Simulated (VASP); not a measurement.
# A VASP study of NbAs2 (optB86b-vdW): structure first, properties next, part 2 of 2

Aim: relax NbAs2 with optB86b-vdW, compute its properties on that cell and hold them against experiment. The start is a cell from a database of measured crystal structures.

VASP 6.6.1, plane waves and PAW; the level of theory is named at each step.

So far. Step 4 (Bands along the symmetry lines (optB86b-vdW)): There is no gap at this level. Step 5 (Density of states (optB86b-vdW)): The finer mesh and the other smearing move the Fermi level by +0.03 eV from the 7×7×7 run, a small shift, which tests the Fermi level alone. Of the states within 0.3 eV of the Fermi level, the largest shares in the PAW spheres are Nb d 44 % and As p 20 %. The rest lies in smaller channels or between the spheres.

The database entry behind the starting cell differs from later determinations by our own check (b about 0.4 % long), so it need not match the best structure at ambient conditions.

### Step 6. Zone-centre phonons (optB86b-vdW)

Zone-centre modes test whether the atoms sit at a minimum within this cell. IBRION = 6 takes the force constants from differences of forces between displaced cells, so the forces must be tight.

Contents of INCAR:

```
SYSTEM = NbAs2
PREC = Accurate
ENCUT = 400
EDIFF = 1E-08
NELM = 100
ISMEAR = 1
SIGMA = 0.2
LREAL = .FALSE.
ALGO = Normal
GGA = MK
AGGAC = 0
LUSE_VDW = .TRUE.
PARAM1 = 0.1234
PARAM2 = 1
LASPH = .TRUE.
NBANDS = 29
LORBIT = 11
LWAVE = .FALSE.
LCHARG = .FALSE.
KPAR = 4
IBRION = 6
NFREE = 2
POTIM = 0.015
ISIF = 2
NSW = 1
```

Contents of POSCAR:

```
NbAs2
1.0
    0.0000000000     -3.3954269903      0.0000000000
   -4.7113772301      1.6977134952      0.0001648936
   -0.8578096760      1.6977134952     -6.8120314301
Nb As
2 4
Direct
    0.8430244161      0.8816078105      0.8044410217
    0.1569755839      0.1183921895      0.1955589783
    0.5940717459      0.2968785973      0.8912648945
    0.4059282541      0.7031214027      0.1087351055
    0.1412102462      0.7538551822      0.5285653101
    0.8587897538      0.2461448178      0.4714346899
```

Contents of KPOINTS:

```
Automatic mesh
0
Gamma
10 10 10
0 0 0
```

PAW data sets: Nb_sv and As (PBE family, release 64).

On the command line:

```
$ mpirun -np 4 vasp_std
```

Wall time 31 min (4 MPI ranks of AMD EPYC 9R45, shared host); peak memory 6 GiB.

The last energy, forces, stress and levels in OUTCAR belong to the last displaced cell, not to the cell of POSCAR.

This step gave:

* bands: 29
* irreducible k-points: 282
* pressure of the cell: 0.001601 GPa
* largest force of the cell: 0.01511 eV/Å

Modes at Γ, with each element's share of the kinetic energy:

```csv
mode,frequency (cm⁻¹),symmetry,Nb %,As %
1,0.0,acoustic,38,62
2,0.0,acoustic,38,62
3,0.0,acoustic,38,62
4,129.7,Bu,8,92
5,137.0,Ag,29,71
6,144.6,Bg,16,84
7,145.0,Au,2,98
8,162.6,Bg,1,99
9,179.5,Ag,28,72
10,187.6,Bu,6,94
11,210.8,Ag,4,96
12,215.5,Bg,83,17
13,232.9,Au,59,41
14,233.6,Ag,39,61
15,263.1,Bu,55,45
16,264.5,Ag,44,56
17,284.6,Bu,55,45
18,289.2,Ag,55,45
```

Displacements in mode 4 (129.7 cm⁻¹), the largest set to 1:
```
Nb1  0.30  0.00 -0.07
Nb2  0.30  0.00 -0.07
As3  0.63  0.00  0.09
As4  0.63  0.00  0.09
As5 -1.00  0.00  0.00
As6 -1.00  0.00  0.00
```

Displacements in mode 11 (210.8 cm⁻¹), the largest set to 1:
```
Nb1  0.08  0.00  0.21
Nb2 -0.08  0.00 -0.21
As3  0.41  0.00  0.05
As4 -0.41  0.00 -0.05
As5  0.51  0.00 -1.00
As6 -0.51  0.00  1.00
```

The three acoustic modes come out at zero, and all others are real. By the characters of their eigenvectors the optical modes sort into (cm⁻¹) Raman active: Ag 137, Bg 145, Bg 163, Ag 180, Ag 211, Bg 216, Ag 234, Ag 265, Ag 289; infrared active: Bu 130, Au 145, Bu 188, Au 233, Bu 263, Bu 285. With a centre of inversion no mode is active in both.

### Step 7. Bands along the symmetry lines (optB86b-vdW + SOC)

This step: optB86b-vdW, spin-orbit coupling; plane waves and PAW (Nb_sv, As) (VASP 6.6.1).

Levels along the symmetry lines show where the bands peak and cross; KPOINTS_OPT computes them in the converged potential. Spin-orbit coupling needs spinors and the noncollinear program, where each band holds one electron.

Contents of INCAR:

```
SYSTEM = NbAs2
PREC = Accurate
ENCUT = 400
EDIFF = 1E-06
NELM = 100
ISMEAR = 0
SIGMA = 0.05
LREAL = .FALSE.
ALGO = Normal
GGA = MK
AGGAC = 0
LUSE_VDW = .TRUE.
PARAM1 = 0.1234
PARAM2 = 1
LASPH = .TRUE.
LNONCOLLINEAR = .TRUE.
MAGMOM = 0 0 0 0 0 0 0 0 0 0 0 0 0 0 0 0 0 0
NBANDS = 58
GGA_COMPAT = .FALSE.
LSORBIT = .TRUE.
LMAXMIX = 4
LORBIT = 11
LWAVE = .FALSE.
LCHARG = .FALSE.
KPAR = 4
```

POSCAR is that of step 6.

Contents of KPOINTS:

```
Automatic mesh
0
Gamma
6 6 6
0 0 0
```

Contents of KPOINTS_OPT:

```
Line mode
16
Line-mode
Reciprocal
  0.00000000   0.50000000   0.00000000 X
  0.00000000   0.00000000   0.00000000 GAMMA

  0.00000000   0.00000000   0.00000000 GAMMA
  0.00000000   0.00000000   0.50000000 Y

  0.00000000   0.50000000   0.50000000 L
  0.00000000   0.00000000   0.00000000 GAMMA

  0.00000000   0.00000000   0.00000000 GAMMA
  0.50000000  -0.50000000  -0.50000000 Z

  0.50000000   0.00000000  -0.50000000 N
  0.00000000   0.00000000   0.00000000 GAMMA

  0.00000000   0.00000000   0.00000000 GAMMA
  0.50000000  -0.50000000   0.00000000 M

  0.50000000   0.00000000   0.00000000 R
  0.00000000   0.00000000   0.00000000 GAMMA
```

On the command line:

```
$ mpirun -np 4 vasp_ncl
```

Elapsed: 4.2 min, on 4 MPI ranks; peak memory 3.8 GiB; 17 min of CPU time.

The k-mesh is coarse for a metal.

Numbers from this step:

- SCF cycles: 14
- bands: 58
- irreducible k-points: 68
- free energy (TOTEN): -31.64 eV
- energy at zero smearing: -31.64 eV
- Fermi energy: 8.002 eV
- pressure: 0.01121 GPa

On-site spin-orbit energy by atom:

```csv
atom,on-site spin-orbit energy (eV)
Nb1,-0.174
Nb2,-0.174
As3,-0.026
As4,-0.026
As5,-0.026
As6,-0.026
```

Electronic bands along the path, in eV, zero at the Fermi level; # counts the bands kept:

```csv
point,#19,#20,#21,#22,#23,#24,#25,#26
X,-0.68,-0.68,-0.65,-0.65,0.15,0.15,0.61,0.61
0.47 of the way,-0.95,-0.95,-0.55,-0.55,-0.48,-0.48,0.89,0.89
Γ,-1.05,-1.05,-0.75,-0.75,-0.15,-0.15,0.87,0.87
0.47 of the way,-0.85,-0.85,-0.73,-0.73,-0.55,-0.55,0.96,0.96
Y,-1.23,-1.23,-0.55,-0.55,-0.11,-0.11,0.16,0.16
jump to L,-0.69,-0.69,-0.18,-0.18,-0.03,-0.03,0.58,0.58
0.53 of the way,-1.18,-1.18,-0.90,-0.90,-0.50,-0.50,1.03,1.03
Γ,-1.05,-1.05,-0.75,-0.75,-0.15,-0.15,0.87,0.87
0.47 of the way,-1.51,-1.51,-1.40,-1.40,-0.59,-0.59,0.95,0.95
Z,-1.78,-1.78,-1.38,-1.38,-0.94,-0.94,1.52,1.52
jump to N,-1.68,-1.68,-1.29,-1.29,-0.63,-0.63,0.56,0.56
0.53 of the way,-1.61,-1.61,-1.18,-1.18,-0.84,-0.84,0.93,0.93
Γ,-1.05,-1.05,-0.75,-0.75,-0.15,-0.15,0.87,0.87
0.47 of the way,-1.61,-1.61,-1.18,-1.18,-0.84,-0.84,0.93,0.93
M,-1.68,-1.68,-1.29,-1.29,-0.63,-0.63,0.56,0.56
jump to R,-1.78,-1.78,-1.38,-1.38,-0.94,-0.94,1.52,1.52
0.47 of the way,-1.57,-1.57,-1.47,-1.47,-0.74,-0.74,1.00,1.00
Γ,-1.05,-1.05,-0.75,-0.75,-0.15,-0.15,0.87,0.87
```

Of the projections kept (Nb, As), the largest for each band there; the rest of the weight can lie on other orbitals:

```csv
point,#19,#20,#21,#22,#23,#24,#25,#26
X,As 0.62,As 0.62,Nb 0.53,Nb 0.53,Nb 0.72,Nb 0.72,Nb 0.84,Nb 0.84
Γ,Nb 0.62,Nb 0.62,Nb 0.53,Nb 0.53,As 0.60,As 0.60,Nb 0.92,Nb 0.92
Y,Nb 0.68,Nb 0.68,As 0.66,As 0.66,Nb 0.55,Nb 0.55,Nb 0.64,Nb 0.64
L,As 0.90,As 0.90,Nb 0.69,Nb 0.69,Nb 0.67,Nb 0.67,Nb 0.79,Nb 0.79
Γ,Nb 0.62,Nb 0.62,Nb 0.53,Nb 0.53,As 0.60,As 0.60,Nb 0.92,Nb 0.92
Z,Nb 0.59,Nb 0.59,Nb 0.63,Nb 0.63,As 0.51,As 0.51,Nb 0.73,Nb 0.73
```

There is no gap at this level.

Of the bands kept, 2 cross the Fermi level on this path (spinor bands, one electron each).

### Step 8. Band structure (optB86b-vdW), changed input

This step: optB86b-vdW; plane waves and PAW (Nb_sv, As) (VASP 6.6.1).

The mesh alone shows little of the dispersion and can miss band extrema, so KPOINTS_OPT adds a path through the symmetry points after the self-consistent cycle. Some settings are moved from the usual, to see what they do.

Contents of INCAR:

```
SYSTEM = NbAs2
PREC = Accurate
ENCUT = 400
EDIFF = 1E-06
NELM = 100
ISMEAR = 0
SIGMA = 0.05
LREAL = .FALSE.
ALGO = Normal
GGA = MK
AGGAC = 0
LUSE_VDW = .TRUE.
PARAM1 = 0.1234
PARAM2 = 1
LASPH = .TRUE.
NBANDS = 39
LORBIT = 11
LWAVE = .FALSE.
LCHARG = .FALSE.
KPAR = 4
NELECT = 46.02
ADDGRID = .TRUE.
```

POSCAR is that of step 7.

Contents of KPOINTS:

```
Automatic mesh
0
Gamma
7 7 7
0 0 0
```

KPOINTS_OPT is that of step 7.

On the command line:

```
$ mpirun -np 4 vasp_std
```

Wall time 91 s (4 MPI ranks); peak memory 2.4 GiB.

The run converged; its settings lie outside those of the reference runs, so its numbers are set aside.

Settings moved from the usual: ADDGRID = True and NELECT = 46.02.

NELECT differs from the neutral count, so the cell is charged against a uniform background: another system, not a numerical setting.

### Step 9. Outcome

```json
{
 "relaxed volume": "18.16 Å³/atom",
 "relaxed conventional cell a, b, c": "9.423, 3.395, 7.827 Å; angles 90.0, 119.5, 90.0°",
 "space group after relaxing, within 0.02 Å": "C2/m (No. 12)",
 "band gap": "none, a metal",
 "DOS at the Fermi level": "0.373 states/eV/cell",
 "highest zone-centre mode": "289 cm⁻¹",
 "band gap (optB86b-vdW + SOC)": "none, a metal"
}
```

**Reading.** With optB86b-vdW, NbAs2 relaxes to 18.16 Å³/atom in space group C2/m (held by the symmetry of the run) and comes out as a metal. Against the listed cell the volume lies +0.8 % (a +0.6 %, b under 0.05 %, c +0.4 %). Bands along the symmetry lines (optB86b-vdW): Of the bands kept, 1 crosses the Fermi level on this path. Zone-centre phonons (optB86b-vdW): The highest mode in this list at Γ, 289.2 cm⁻¹, has its largest share on Nb (55 % of the kinetic energy). Bands along the symmetry lines (optB86b-vdW + SOC): Of the bands kept, 2 cross the Fermi level on this path (spinor bands, one electron each). Modes at Γ alone can't show that the crystal is stable at other wave vectors. No search among competing phases was made, and a listed structure need not be the one stable at ambient conditions. All values are for a static lattice at zero temperature.

Computed beside measured:

| quantity | measured | optB86b-vdW |
| --- | --- | --- |
| lattice constant a (Å) | 9.3556 | 9.423 (+0.7 %) |
| lattice constant c (Å) | 7.7967 | 7.827 (+0.4 %) |

Measured values from arxiv:1603.04056 (2016).

How well it matches: The lattice constant a is off by +0.7 %: fair agreement. The lattice constant c is off by +0.4 %: good agreement. The grades are ours: good and fair within 0.7 and 1.5 % for the lattice constant a and 0.8 and 2 % for the lattice constant c. Zero-point motion and thermal expansion are not in the computed lattice constants. As a rule both would widen the computed cell, so the excess over experiment is if anything larger than shown.

[Lines on the potential files, build, host, timing and source positions are cut from VASP's logs without a mark.]

[Logs are printed without paths, hosts, clocks, repeated set-up lines and the standing remarks that a program may print on its own settings, such as how far it seeks lower states.]

[Hosts, paths, dates, database ids (printed as entryN), source tags and the programs' standing remarks are cut or masked in the printed files.]

[A measured line is paired with the nearest computed mode of its activity, which favours agreement.]
